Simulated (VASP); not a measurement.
Method: PW91 GGA, VASP's PBE PAW potentials (set 64) (plane waves; VASP 6.6.1).

VASP ran on this input.

### KPOINTS
```
Automatic mesh
0
Gamma
7 7 4
0 0 0
```

INCAR:
```
LCHARG = .FALSE.
LREAL = .FALSE.   # projection in real space or not
SIGMA = 0.05   # width (eV)
ALGO = Normal
PREC = Accurate
LMAXMIX = 6   # l cut-off of mixed one-centre charges
IBRION = 2
GGA = 91
NSW = 30
ISIF = 4   # ions and shape, fixed volume
ISMEAR = 0   # Gaussian
LASPH = .TRUE.   # aspherical one-centre terms
LWAVE = .FALSE.
EDIFF = 1E-7   # SCF stop (eV)
EDIFFG = -0.01   # ionic stop
SYSTEM = PtS2
NELM = 100   # most electronic steps
ENCUT = 520   # plane-wave cut-off (eV)
```

POSCAR:
```
PtS2
1.0
  1.8079875228  -3.1315263225   0.0000000000
  1.8079875228   3.1315263225   0.0000000000
  0.0000000000   0.0000000000   6.6080434507
Pt S
1 2
Direct
  0.0000000000   0.0000000000   0.0000000000
  0.3333330000   0.6666670000   0.1879340982
  0.6666670000   0.3333330000   0.8120659018
```

POTCAR, in this order: Pt S (PBE.64 set). Program: vasp_std.

Task: What will the output report for the number of irreducible k-points (NKPTS), largest plane-wave count, number of space-group operations, FFT grid (NGX, NGY, NGZ)?

Result: 
```json
{
  "number of irreducible k-points (NKPTS)": "28",
  "largest_plane_wave_count": "2064",
  "number_of_space_group_operations": "12",
  "FFT grid (NGX, NGY, NGZ)": "28 × 28 × 50"
}
```

The compound is PtS2 in the 1T layered structure. This cell is one point of a volume scan, at 1.03 of the reference volume. Symmetry was kept, so distortions that lower it aren't found.
